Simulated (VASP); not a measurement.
Consider the following.

```
CELL_PARAMETERS angstrom
      1.73000    -2.99645     0.00000
      1.73000     2.99645     0.00000
      0.00000     0.00000     5.52000
ATOMIC_POSITIONS crystal
  Tl 0.33333 0.66667 0.25000
  Tl 0.66667 0.33333 0.75000
```

The numbers are results of SCAN meta-GGA, VASP's PBE PAW potentials (set 64) (plane waves; VASP 6.6.1), not measurements. Settings: 520 eV cut-off, 11×11×6 Γ-centred mesh, first-order Methfessel-Paxton smearing of 0.10 eV, potentials Tl_d.

Energy and stress use the plane-wave basis of the starting cell.

### Question
The ions, cell shape and volume are relaxed. What does this cell relax into?

### Answer

```
CELL_PARAMETERS angstrom
      1.76533    -3.05765     0.00000
      1.76533     3.05765     0.00000
      0.00000     0.00000     5.50410
ATOMIC_POSITIONS crystal
  Tl 0.33333 0.66667 0.25000
  Tl 0.66667 0.33333 0.75000
```
Space group P6_3/mmc (194), at a tolerance of 0.03 Å.

### Question
How do energy and volume change from the first to the last step?

### Answer
The energy (σ→0) changes by -3.9 meV/atom and the volume by +3.8 %, in 7 ionic steps.

The compound is Tl in the hcp structure. This run relaxes it. Symmetry was kept, so distortions that lower it aren't found.
